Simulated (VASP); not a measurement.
Output of a VASP run:

**OSZICAR**
```
       N       E                     dE             d eps       ncg     rms          rms(c)
DAV:   1     0.114129054865E+03    0.11413E+03   -0.86003E+03   759   0.152E+03
DAV:   2    -0.525745378013E-01   -0.11418E+03   -0.11124E+03   804   0.333E+02
DAV:   3    -0.789388477567E+01   -0.78413E+01   -0.77893E+01   964   0.897E+01
DAV:   4    -0.811185759876E+01   -0.21797E+00   -0.21784E+00   926   0.165E+01
DAV:   5    -0.812072079224E+01   -0.88632E-02   -0.88627E-02  1074   0.286E+00    0.563E+00
DAV:   6    -0.775414630718E+01    0.36657E+00   -0.72033E-01  1105   0.144E+01    0.359E+00
DAV:   7    -0.773726340913E+01    0.16883E-01   -0.20269E-01  1055   0.367E+00    0.136E+00
DAV:   8    -0.774211093270E+01   -0.48475E-02   -0.18911E-02   895   0.197E+00    0.321E-01
DAV:   9    -0.774392882688E+01   -0.18179E-02   -0.33963E-03   899   0.765E-01    0.208E-01
DAV:  10    -0.774405997613E+01   -0.13115E-03   -0.24355E-04  1019   0.146E-01    0.133E-01
DAV:  11    -0.774425479958E+01   -0.19482E-03   -0.19293E-04   834   0.865E-02    0.360E-02
DAV:  12    -0.774430790571E+01   -0.53106E-04   -0.12623E-04   829   0.131E-01    0.269E-02
DAV:  13    -0.774430977751E+01   -0.18718E-05   -0.55117E-06   904   0.216E-02    0.192E-02
DAV:  14    -0.774431113528E+01   -0.13578E-05   -0.28910E-06   834   0.142E-02    0.556E-03
DAV:  15    -0.774431129906E+01   -0.16378E-06   -0.12840E-07   869   0.265E-03    0.349E-03
DAV:  16    -0.774431131085E+01   -0.11784E-07   -0.10480E-08   487   0.962E-04
   1 F= -.77443113E+01 E0= -.77443113E+01  d E =-.234503E-12
```

### OUTCAR
```
------------------------ aborting loop because EDIFF is reached ----------------------------------------
  FORCE on cell =-STRESS in cart. coord.  units (eV):
  Direction    XX          YY          ZZ          XY          YZ          ZX
  --------------------------------------------------------------------------------------
  Total        0.5919484      0.5919484      0.5919484      0.0000000      0.0000000      0.0000000
  in kB       17.9725644     17.9725644     17.9725644      0.0000000      0.0000000      0.0000000
  external PRESSURE =      17.9725644 kB  Pullay stress =       0.0000000 kB
  volume of cell :       52.77
      direct lattice vectors                 reciprocal lattice vectors
     0.000000000  2.977040811  2.977040811    -0.167952014  0.167952014  0.167952014
     2.977040811  0.000000000  2.977040811     0.167952014 -0.167952014  0.167952014
     2.977040811  2.977040811  0.000000000     0.167952014  0.167952014 -0.167952014
  FREE ENERGIE OF THE ION-ELECTRON SYSTEM (eV)
  ---------------------------------------------------
  free  energy   TOTEN  =        -7.7443113108 eV

  energy  without entropy=       -7.7443113108  energy(sigma->0) =       -7.74431131
```
(Selected blocks of OUTCAR.)

POSCAR:
```
InP
1
    0.0000000000     2.9770408110     2.9770408110
    2.9770408110     0.0000000000     2.9770408110
    2.9770408110     2.9770408110     0.0000000000
In P
1 1
Direct
  0.0000000000   0.0000000000   0.0000000000
  0.2500000000   0.2500000000   0.2500000000
```

Write an INCAR and KPOINTS that could have produced this output.

One answer among several that fit: the input of the run itself, RPBE GGA, plane waves, VASP's PBE PAW potentials (set 64).

**KPOINTS**
```
Automatic mesh
0
Gamma
8 8 8
0 0 0
```

INCAR:
```
ALGO=Normal
EDIFF=1E-7
ENCUT=520
GGA=RP
ISIF=2
ISMEAR=0
LASPH=.TRUE.
LCHARG=.FALSE.
LMAXMIX=4
LREAL=.FALSE.
LWAVE=.FALSE.
NELM=100
PREC=Accurate
SIGMA=0.05
SYSTEM=InP
```

POTCAR, in this order: In_d P (PBE.64 set). Program: vasp_std.

The compound is InP in the zinc blende structure. This cell is one point of a volume scan, at 0.97 of the reference volume.
